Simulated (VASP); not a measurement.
Runs of VASP 6.6.1 on Ni. Symmetry: Fm-3m, No. 225, cubic system. The conventional cell has a = 3.524 Å, b = 3.524 Å, c = 3.524 Å, α = 90.00°, β = 90.00°, γ = 90.00°. Ni (site symmetry m-3m) has 12 Ni at 2.49 Å as nearest neighbours. 

| k mesh | cutoff (eV) | gap on the mesh (eV) | pressure (GPa) | moment (μB) |
| --- | --- | --- | --- | --- |
| 14 × 14 × 14 | 700 | none | -1.1 | 0.59 |
| 14 × 14 × 14 | 400 | none | -1.7 | 0.59 |
| 22 × 22 × 22 | 520 | none | (b) | 0.64 |
| 14 × 14 × 14 | 350 | none | (a) | 0.59 |
| 14 × 14 × 14 | 450 | none | -1.3 | 0.59 |

Alike in all rows: task single point; level PBE; potentials or basis VASP PAW PBE potentials, release 64 (Ni); spin collinear, ferromagnetic start; cell as given; smearing gaussian 0.1 eV.

Fill in the values left out.

(a) -1.5; (b) -0.9.

A gap of «none» marks a metal or a gap under the smearing width.
